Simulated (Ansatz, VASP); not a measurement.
## Cross-check of LiMgGaN2 between VASP and Ansatz

One calculation is typed for both programs; each brings its own data sets. How far apart do they land? The cell is invented: As first built, before any earlier steps moved the atoms (in the runner's words): Ga for B in the LiMgBN2 structure of space group I-4m2. It may not be a known or stable phase. The two relaxations start from unlike cells of this crystal (the structure described is Ansatz's start), so only their ends are compared.

Calculated with Ansatz 0.2.0; plane waves, with VASP 6.6.1 beside it; relaxation of cell and atoms at PBE.

## 1. The starting structure

It takes space group I-4m2 (No. 119, tetragonal). The conventional cell has a = 3.987 Å, b = 3.987 Å, c = 9.278 Å, α = 90.00°, β = 90.00°, γ = 90.00°. Nearest to Li lie 4 N at 2.19 Å. Mg has 4 N at 2.19 Å nearest. Nearest to Ga lie 2 N at 1.40 Å. N has 1 Ga at 1.40 Å and 2 Li at 2.19 Å and 2 Mg at 2.19 Å nearest. It derives from LiMgBN2. As first built, before any earlier steps moved the atoms (in the runner's words): Ga for B in the LiMgBN2 structure of space group I-4m2. Farther neighbours and most contacts between anions are not listed.

## 2. VASP: relaxation of cell and atoms, PBE

The relaxed volume is the usual yardstick between codes: in a stiff, nearly cubic crystal its relative difference is about their pressure difference at one cell divided by the bulk modulus.

Lines of VASP's logs that name or quote its potential files are left out, and so is its time.

INCAR

```
SYSTEM = LiMgGaN2
PREC = Accurate
ENCUT = 750
EDIFF = 1E-07
NELM = 120
ISMEAR = 0
SIGMA = 0.03
LREAL = .FALSE.
ALGO = Normal
GGA = PE
NBANDS = 20
LORBIT = 11
LWAVE = .FALSE.
LCHARG = .FALSE.
ISIF = 3
IBRION = 2
NSW = 80
EDIFFG = -0.005
LASPH = .TRUE.
GGA_COMPAT = .FALSE.
NELMIN = 4
EFERMI = MIDGAP
KPAR = 2
```

POSCAR

```
LiMgGaN2
1.0
   -1.9125870117      1.9125870117      5.2755794387
    1.9125870117     -1.9125870117      5.2755794387
    1.9125870117      1.9125870117     -5.2755794387
Li Mg Ga N
1 1 1 2
Direct
    0.2500000000      0.7500000000      0.5000000000
    0.7500000000      0.2500000000      0.5000000000
    0.5000000000      0.5000000000      0.0000000000
    0.6667961343      0.6667961343      0.0000000000
    0.3332038657      0.3332038657      0.0000000000
```

KPOINTS

```
Automatic mesh
0
Gamma
8 8 8
0 0 0
```

PAW data sets: Li_sv, Mg, Ga_d and N (PBE family, release 64).

Run with:

```console
$ mpirun -np 2 vasp_std
```

Numbers of over 12 decimals in the logs are rounded to 6 here.

The program printed:

```text
[banner, memory and clock lines left out]
running    2 mpi-ranks, on    1 nodes
 distrk:  each k-point on    1 cores,    2 groups
 distr:  one band on    1 cores,    1 groups

 POSCAR found type information on POSCAR LiMgGaN
 POSCAR found :  4 types and       5 ions
 LDA part: xc-table for (Slater+PW92), standard interpolation
 POSCAR, INCAR and KPOINTS ok, starting setup
 FFT: planning ... GRIDC
 FFT: planning ... GRID_SOFT
 FFT: planning ... GRID
 WAVECAR not read
 entering main loop
       N       E                     dE             d eps       ncg     rms          rms(c)
DAV:   1     0.252612617245E+03    0.25261E+03   -0.16243E+04  2384   0.221E+03
DAV:   2     0.661612720971E+01   -0.24600E+03   -0.23235E+03  2788   0.506E+02
DAV:   3    -0.291514356553E+02   -0.35768E+02   -0.35170E+02  2752   0.152E+02
DAV:   4    -0.327000120371E+02   -0.35486E+01   -0.35389E+01  4164   0.400E+01
DAV:   5    -0.328753090538E+02   -0.17530E+00   -0.17508E+00  3124   0.803E+00    0.135E+01
DAV:   6    -0.252519496773E+02    0.76234E+01   -0.40837E+01  3204   0.675E+01    0.483E+00
DAV:   7    -0.252780314622E+02   -0.26082E-01   -0.27692E+00  2736   0.153E+01    0.318E+00
DAV:   8    -0.252059643204E+02    0.72067E-01   -0.98910E-01  2712   0.711E+00    0.159E+00
DAV:   9    -0.251738324580E+02    0.32132E-01   -0.12862E-01  3248   0.293E+00    0.804E-01
DAV:  10    -0.251723712946E+02    0.14612E-02   -0.32135E-02  2828   0.147E+00    0.131E-01
DAV:  11    -0.251734286234E+02   -0.10573E-02   -0.54542E-03  2760   0.777E-01    0.101E-01
DAV:  12    -0.251734282097E+02    0.41371E-06   -0.95341E-04  2744   0.277E-01    0.571E-02
DAV:  13    -0.251734758925E+02   -0.47683E-04   -0.32144E-04  2704   0.178E-01    0.156E-02
DAV:  14    -0.251734835947E+02   -0.77022E-05   -0.40584E-05  3132   0.667E-02    0.634E-03
DAV:  15    -0.251734852131E+02   -0.16184E-05   -0.11876E-05  2756   0.235E-02    0.203E-03
DAV:  16    -0.251734851254E+02    0.87715E-07   -0.16671E-06  3432   0.878E-03    0.262E-03
DAV:  17    -0.251734852175E+02   -0.92174E-07   -0.13009E-07  2336   0.462E-03
   1 F= -.25173485E+02 E0= -.25173485E+02  d E =-.251735E+02
[...]
2 F= -.25173487E+02 E0= -.25173487E+02  d E =-.200344E-05
[...]
3 F= -.25173488E+02 E0= -.25173488E+02  d E =-.304354E-05
 curvature:  -0.32 expect dE=-0.214E-05 dE for cont linesearch -0.385E-07
 trial: gam= 0.53658 g(F)=  0.516E-05 g(S)=  0.144E-05 ort = 0.110E-05 (trialstep = 0.881E+00)
 search vector abs. value=  0.107E-04
 bond charge predicted
       N       E                     dE             d eps       ncg     rms          rms(c)
DAV:   1    -0.251735013164E+02   -0.13058E-04   -0.94151E-04  2864   0.241E-01    0.174E-02
DAV:   2    -0.251734953580E+02    0.59583E-05   -0.22836E-05  2848   0.468E-02    0.919E-03
DAV:   3    -0.251734938104E+02    0.15477E-05   -0.14605E-06  3264   0.189E-02    0.412E-03
DAV:   4    -0.251734935220E+02    0.28836E-06   -0.92117E-07  3116   0.700E-03    0.661E-04
DAV:   5    -0.251734935269E+02   -0.48612E-08   -0.58403E-08  1552   0.218E-03
   4 F= -.25173494E+02 E0= -.25173494E+02  d E =-.526581E-05
 trial-energy change:   -0.000005  1 .order   -0.000005   -0.000006   -0.000004
 step:   2.4045(harm=  2.4045)  dis= 0.00087  next Energy=   -25.173497 (dE=-0.864E-05)
 reached required accuracy - stopping structural energy minimisation
```

From OUTCAR (step 2):

```text
ion  position               nearest neighbor table
   1  0.250  0.750  0.500-   5 2.10   4 2.10   5 2.10   4 2.10   2 2.70   2 2.70   2 2.70   2 2.70

  LATTYP: Found a body centered tetragonal cell.
 ALAT       =     3.8251740234
 C/A-ratio  =     2.7583474145

 Subroutine GETGRP returns: Found  8 space group operations
 (whereof  8 operations were pure point group operations)

The static configuration has the point symmetry D_2d.

 Found     59 irreducible k-points:

   k-points           NKPTS =     59   k-points in BZ     NKDIM =     59   number of bands    NBANDS=     20

   dimension x,y,z NGX =    54 NGY =   54 NGZ =   54
   dimension x,y,z NGXF=   108 NGYF=  108 NGZF=  108

   ENCUT  =  750.0 eV  55.12 Ry    7.42 a.u.  13.24 13.24 13.24*2*pi/ulx,y,z

   NELECT =      28.0000    total number of electrons

 k-points in reciprocal lattice and weights: Automatic mesh
   0.00000000  0.00000000  0.00000000       0.002
   0.12500000  0.00000000  0.00000000       0.016
   0.25000000  0.00000000  0.00000000       0.016
   0.37500000 -0.00000000  0.00000000       0.016
   0.50000000  0.00000000  0.00000000       0.008
   0.12500000  0.12500000  0.00000000       0.016
   0.25000000  0.12500000  0.00000000       0.031
   0.37500000  0.12500000  0.00000000       0.031
   0.50000000  0.12500000 -0.00000000       0.031
[...]
-0.37500000 -0.37500000  0.37500000       0.004
   0.50000000  0.50000000  0.50000000       0.002

 average (electrostatic) potential at core
       1 -61.0599       2 -37.8069       3 -68.0382       4 -65.3340       5 -65.3340

 E-fermi :   2.0356

 k-point     1 :       0.0000    0.0000    0.0000
  band No.  band energies     occupation
    ...
     10      -0.4183      2.00000
     11      -0.0056      2.00000
     12      -0.0056      2.00000
     13       0.6900      2.00000
     14       0.6900      2.00000
     15       2.6323      0.00000
     16       6.7777      0.00000
     17       8.1492      0.00000
     18       8.1492      0.00000
     19       8.9196      0.00000
    ...

 k-point     2 :       0.1250    0.0000    0.0000
  band No.  band energies     occupation
    ...
     10      -0.7634      2.00000
     11       0.0122      2.00000
     12       0.0332      2.00000
     13       0.4539      2.00000
     14       0.7245      2.00000
     15       3.0754      0.00000
     16       6.8219      0.00000
     17       7.2604      0.00000
     18       8.1682      0.00000
     19       9.4291      0.00000
    ...

 k-point     3 :       0.2500    0.0000    0.0000
  band No.  band energies     occupation
    ...
     10      -1.3431      2.00000
     11      -0.2940      2.00000
     12       0.0664      2.00000
     13       0.3987      2.00000
     14       0.7948      2.00000
     15       3.8225      0.00000
     16       5.8875      0.00000
     17       7.4810      0.00000
     18       8.2555      0.00000
     19       9.4641      0.00000
    ...

  Total       -0.0069947     -0.0069947     -0.0007821      0.0000000      0.0000000      0.0000000
  in kB       -0.1451759     -0.1451759     -0.0162335      0.0000000      0.0000000      0.0000000
  external PRESSURE =      -0.1021951 kB  Pullay stress =       0.0000000 kB

  energy-cutoff  :      750.00
  volume of cell :       77.19
      direct lattice vectors                 reciprocal lattice vectors
    -1.912308767  1.912308767  5.277250503     0.000000000  0.261464053  0.094746308
     1.912308767 -1.912308767  5.277250503     0.261464053  0.000000000  0.094746308
     1.912308767  1.912308767 -5.277250503     0.261464053  0.261464053  0.000000000

 POSITION                                       TOTAL-FORCE (eV/Angst)
 -----------------------------------------------------------------------------------
      1.91231     -0.00000      2.63863         0.000000      0.000000     -0.000000
     -0.00000      1.91231      2.63863         0.000000      0.000000     -0.000000
      0.00000      0.00000      5.27725         0.000000      0.000000     -0.000000
      1.91231      1.91231      1.76012         0.000000      0.000000     -0.004141
      1.91231      1.91231     -1.76012        -0.000000     -0.000000      0.004141
 -----------------------------------------------------------------------------------
    total drift:                               -0.000000      0.000000     -0.000000

  FREE ENERGIE OF THE ION-ELECTRON SYSTEM (eV)
  ---------------------------------------------------
  free  energy   TOTEN  =       -25.1734935269 eV

  energy  without entropy=      -25.1734935269  energy(sigma->0) =      -25.17349353

 reached required accuracy - stopping structural energy minimisation

 total charge
# of ion       s       p       d       tot
------------------------------------------
    1        2.030   0.070   0.000   2.100
    2        0.169   0.173   0.061   0.403
    3        0.950   0.897  10.084  11.931
    4        1.242   2.422   0.000   3.664
    5        1.242   2.422   0.000   3.664
--------------------------------------------------
tot          5.633   5.984  10.145  21.762

[... 3 further parts left out ...]
```

CONTCAR:

```
LiMgGaN2
   1.00000000000000
    -1.9123087665900151    1.9123087665900151    5.2772505025026462
     1.9123087665900151   -1.9123087665900151    5.2772505025026462
     1.9123087665900151    1.9123087665900151   -5.2772505025026462
  Li              Mg              Ga              N
     1     1     1     2
Direct
     0.2500000000000000    0.7500000000000000    0.5000000000000000
     0.7500000000000000    0.2500000000000000    0.5000000000000000
     0.5000000000000000    0.5000000000000000    0.0000000000000000
     0.6667645924746258    0.6667645924746258    1.0000000000000000
     0.3332354075253742    0.3332354075253742    1.0000000000000000
```

## 3. Ansatz: relaxation of cell and atoms, PBE

Ansatz runs on its default PAW (the set named soft_2) files.

Its own start cell and the same functional, mesh and smearing now go to Ansatz, which takes its cutoff from its data sets.

input.yaml

```yaml
crystal:
  lattice:
    - [-1.9935800576, 1.9935800576, 4.6388024047]
    - [1.9935800576, -1.9935800576, 4.6388024047]
    - [1.9935800576, 1.9935800576, -4.6388024047]
  atoms:
    - { symbol: Li, position: [0.25, 0.75, 0.5] }
    - { symbol: Mg, position: [0.75, 0.25, 0.5] }
    - { symbol: Ga, position: [0.5, 0.5, 0.0] }
    - { symbol: "N", position: [0.6512635, 0.6512635, 0.0] }
    - { symbol: "N", position: [0.3487365, 0.3487365, 0.0] }
kpoints:
  mp_grid: { grid: [8, 8, 8] }
scf:
  occupations: { method: gaussian, width: 0.03 }
hamiltonian:
  xc: pbe
output:
  forces: true
  stress: true
relax:
  f_tol: 0.02
  max_steps: 60
  cell: {}
```

Run with:

```console
$ ansatz run input.yaml --threads 2 --pin off --max-ram 4096MiB --backend cpu --events-out ev --progress --plain --runs-dir out
```

The program printed:

```text
Engine: ansatz 0.2.0, aarch64-unknown-linux-gnu
Pseudopotentials: kind: paw
Pseudopotential: Li, paw, valence charge 3, recommended cutoff 420 eV (normal), Li.paw.azcp
Pseudopotential: Mg, paw, valence charge 10, recommended cutoff 420 eV (normal), Mg.paw.azcp
Pseudopotential: Ga, paw, valence charge 13, recommended cutoff 420 eV (normal), Ga.paw.azcp
Pseudopotential: N, paw, valence charge 5, recommended cutoff 420 eV (normal), N.paw.azcp
Functional definition: PBE
  parameter kappa = 0.804
  parameter beta = 0.066725
  exchange = pbe_x(kappa = kappa, mu = beta*pi^2/3)
  correlation = pbe_c(beta = beta)
Crystal: 5 atoms, lattice volume = 73.745 Å³
Basis set: ecut = 420 eV, 1435 PW (Γ), exchange–correlation on 80×80×80 points (8 copies of the dense FFT grid, shifted against one another)
Bands: 23, of which v1, the nominal top of the filled ones, is band 18 counted from 1 (17 counted from 0)
Symmetry: 8 space group operations
Space group: I-4m2 (ITA 119), of the structure as read, at distance tolerance 4.2e-5 Å
k-points: 59 of 512 (time reversal used)
Non-local potential: Li, projectors of the file, l = 0: 3, l = 1: 2, l = 2: 1
Non-local potential: Mg, projectors of the file, l = 0: 3, l = 1: 2, l = 2: 1
Non-local potential: Ga, projectors of the file, l = 0: 2, l = 1: 2, l = 2: 3, l = 3: 1
Non-local potential: N, projectors of the file, l = 0: 2, l = 1: 2, l = 2: 1
PAW form: soft (Blöchl's): semilocal exchange-correlation on the pseudo side does not see the compensation charge
PAW one-centre angular grid: Li, 110 points (default); XC on 64 Gauss nodes
PAW one-centre angular grid: Mg, 110 points (default); XC on 64 Gauss nodes
PAW one-centre angular grid: Ga, 590 points (default); XC on 64 Gauss nodes
PAW one-centre angular grid: N, 110 points (default); XC on 64 Gauss nodes
Initial density: superposition of atomic densities (neutral atoms: chi_scale 0, normalization atom), corrected by the library's trained network
Initial wavefunctions: pseudopotential atomic-orbital guess
Functional: x = pbe(κ = 0.804, μ = 0.219515), c = pbe(β = 0.066725)
SCF iter   1: F=—  HF=-6674.592853 eV  |F-HF|=—  |Δ(HF+E_count)|=         —  Δρ=5.39e-3  dr2=1.88e-2  ethr=1.77e-3  ⟨swp⟩=6.0  Hψ=6707  notcnv=0
preconditioner: auto → none  [insulator: Δε(μ)=1.645 eV  Ē_g=14.938 eV  σ=0.030 eV  W_gap=1.00  n_scr=14 (ndim 8)  ℏωp=22.0 eV  f_vac=0.131  D(μ)=0.00/eV (n_scr^D=0)  ε∞_Penn≈3.2]
SCF iter   2: F=—  HF=-6674.595005 eV  |F-HF|=—  |Δ(HF+E_count)|=   2.15e-3  Δρ=2.83e-3  dr2=5.56e-3  ethr=5.23e-5  ⟨swp⟩=2.0  Hψ=2820  notcnv=0  defer=59
SCF iter   3: F=—  HF=-6674.596503 eV  |F-HF|=—  |Δ(HF+E_count)|=   1.50e-3  Δρ=1.60e-3  dr2=1.57e-3  ethr=1.55e-5  ⟨swp⟩=2.0  Hψ=2086  notcnv=0  defer=59
SCF iter   4: F=—  HF=-6674.597492 eV  |F-HF|=—  |Δ(HF+E_count)|=   9.88e-4  Δρ=3.66e-4  dr2=6.22e-5  ethr=4.37e-6  ⟨swp⟩=2.0  Hψ=2300  notcnv=0  defer=59
SCF iter   5: F=—  HF=-6674.597595 eV  |F-HF|=—  |Δ(HF+E_count)|=   1.03e-4  Δρ=6.47e-5  dr2=2.81e-6  ethr=1.73e-7  ⟨swp⟩=2.0  Hψ=2127  notcnv=0  defer=59
SCF iter   6: F=—  HF=-6674.597595 eV  |F-HF|=—  |Δ(HF+E_count)|=   6.70e-7  Δρ=4.97e-5  dr2=1.58e-6  ethr=7.81e-9  ⟨swp⟩=2.0  Hψ=2068  notcnv=0  defer=59
SCF iter   7: F=-6674.597595 eV  HF=-6674.597595 eV  |F-HF|=1.23e-7  |Δ(HF+E_count)|=   5.35e-8  Δρ=8.50e-6  dr2=4.37e-8  ethr=2.78e-10  ⟨swp⟩=3.2  Hψ=5497  notcnv=0
SCF 1 converged in 7 iterations: F = -6674.597595 eV  dr2 = 4.37e-8
  greatest PAW one-centre occupation: 1.000 electrons in one spin orbital (limit 2), on the Mg atom at site 1 (counted from 0), in its partial waves of l = 0
relax step   1: F+E_penalty+E_count = -6674.59759526 eV  Δ(F+E_penalty+E_count) = +0.000e0 eV  max|allowed force component| = 2.666e1 eV/Å  Δτ_max = 0.0000 Å  P = +49.434 GPa  Ω = 73.745 Å³  (7 SCF iters, dr2 threshold 1.00e-7 eV, accepted)
[...]
relax step   8: F+E_penalty+E_count = -6681.58261720 eV  Δ(F+E_penalty+E_count) = -2.598e-2 eV  max|allowed force component| = 1.044e-2 eV/Å  Δτ_max = 0.0000 Å  P = +0.368 GPa  Ω = 77.297 Å³  stress off target by 9.67e-1 GPa  SCF on the basis re-selected at this cell (its energy is not comparable with the rows above)  (9 SCF iters)
[...]
relax step   9: F+E_penalty+E_count = -6681.58413130 eV  Δ(F+E_penalty+E_count) = -1.514e-3 eV  max|allowed force component| = 3.573e-3 eV/Å  Δτ_max = 0.0076 Å  P = +0.077 GPa  Ω = 77.430 Å³  energy of the carried Pulay correction = -1.011e-4 eV  (5 SCF iters, dr2 threshold 5.00e-7 eV, accepted)
[...]
relax step  10: F+E_penalty+E_count = -6681.58410005 eV  Δ(F+E_penalty+E_count) = +3.125e-5 eV  max|allowed force component| = 7.700e-4 eV/Å  Δτ_max = 0.0013 Å  P = +0.001 GPa  Ω = 77.487 Å³  energy of the carried Pulay correction = -1.735e-4 eV  (5 SCF iters, dr2 threshold 5.84e-8 eV, accepted)
[...]
relax step  11: F+E_penalty+E_count = -6681.58432762 eV  Δ(F+E_penalty+E_count) = -2.276e-4 eV  max|allowed force component| = 6.910e-4 eV/Å  Δτ_max = 0.0000 Å  P = +0.000 GPa  Ω = 77.487 Å³  stress off target by 1.31e-2 GPa  SCF on the basis re-selected at this cell (its energy is not comparable with the rows above)  (7 SCF iters)
basis re-selected at this cell: Δ(F+E_penalty+E_count) = -2.276e-4 eV, ΔP = -0.001 GPa vs the last step (what re-selecting the basis moved, of the pressure what is left beyond the Pulay correction that the steps carried, after the strain that the cell walked since its last selection, with what the two solves' SCF thresholds leave and, on support functions, any second-order correction that the steps lacked; it is no m [...]
SCF converged after 7 iterations
Free energy (F): -6681.584328 eV
Harris-Foulkes:  -6681.584328 eV  (|F-HF|=6.37e-12)
Internal energy: -6681.584328 eV  (E = F + TS)
E sigma→0 (E₀):  -6681.584328 eV
Fermi energy:    4.585672 eV
--- Per-component energies (eV) ---
  E_band       = -546.728507
  E_kinetic    = 472.462127
  E_local      = -4704.863220  (includes V_loc(G=0)·N_el)
  E_nonlocal   = 576.711063
  E_hartree    = 1927.463803
  E_xc         = -229.676270
  E_vxc        = -262.564587  (∫ρ·V_xc dr)
  E_paw        = -2552.935974  (= ΣΔE_a)
  E_vpaw       = -483.401574  (= ΣTr[D̂ρ^β])
  E_aug_tail   = -0.000001  (compensation charges beyond the density's cutoff)
  E_ewald      = -2170.745855
  E_smearing   = -0.000000  (= −TS)
  E_closure    = -0.000000  (closes the sum)
  Σ components = -6681.584328   (vs F -6681.584328, Δ=0.00e0)
--- Forces (eV/Å), atoms counted from 1 ---
  atom   1  Li     0.00000000     0.00000000     0.00000000
  atom   2  Mg    -0.00000000     0.00000000    -0.00000000
  atom   3  Ga    -0.00000000     0.00000000     0.00000000
  atom   4  N      0.00000000     0.00000000    -0.00069095
  atom   5  N     -0.00000000     0.00000000     0.00069095
  max |Σ_I F_I| component: 2.43e-17 eV/Å
--- Stress (GPa, compression-positive) ---
       -0.005985       0.000000       0.000000
        0.000000      -0.005985       0.000000
        0.000000       0.000000       0.013065
  P = ⅓ Tr σ = 0.0004 GPa (0.004 kbar)
--- Relaxed structure (9 steps of the walk, 9 accepted, 2 SCFs on fresh bases) ---
  F+E_penalty+E_count = -6681.58432762 eV   max|allowed force component| = 6.910e-4 eV/Å   (the final SCF, on the basis selected at the relaxed cell)
  cell:  # Å, volume = 77.4871 Å³
    - [-1.915360, 1.915360, 5.280422]
    - [1.915360, -1.915360, 5.280422]
    - [1.915360, 1.915360, -5.280422]
  atoms:
    - { symbol: Li, position: [0.25, 0.75, 0.5] }
    - { symbol: Mg, position: [0.75, 0.25, 0.5] }
    - { symbol: Ga, position: [0.5, 0.5, -8.605110077426535e-18] }
    - { symbol: N, position: [0.666835, 0.666835, -1.2482024669725108e-17] }
    - { symbol: N, position: [0.333165, 0.333165, -4.7281954851279496e-18] }
```

The column dr2 measures how far the density is from self-consistency, as an energy; F and HF (Harris–Foulkes) agree once it is small.

## 4. Differences

Known differences besides the potentials themselves: the data sets hold 36 valence electrons in Ansatz (on its default PAW (the set named soft_2) files) and 28 in VASP; the cutoff is 420 eV in Ansatz and 750 eV in VASP; Ansatz adds a Pulay correction to the stress that steers its cell, VASP none. Total energies have different zeros and are not compared.

Both answers:

```tsv
quantity	Ansatz	VASP	difference
volume (Å³)	77.49	77.19	+0.38 %
edge a after relaxation, in the typed setting (Å)	5.935	5.930	+0.08 %
```

## 5. Summary of results

- difference in volume (relaxation of cell and atoms, PBE): 0.38 %

**Reading.** The difference in volume is 0.38 % (relaxation of cell and atoms, PBE), within the 1.2 % picked in this series as the mark of a large difference, as far as the stopping tolerances let one tell. The data sets hold unlike numbers of valence electrons (36 in Ansatz and 28 in VASP), so part of the differences comes from the potentials. How closely two codes agree says nothing of how well the functional describes the real material.

[Lines on the potential files, build, host, timing and source positions are cut from VASP's logs without a mark.]

[Logs are printed without paths, hosts, clocks, repeated set-up lines and the standing remarks that a program may print on its own settings, such as how far it seeks lower states.]

[Hosts, paths, dates, database ids (printed as entryN), source tags and the programs' standing remarks are cut or masked in the printed files.]
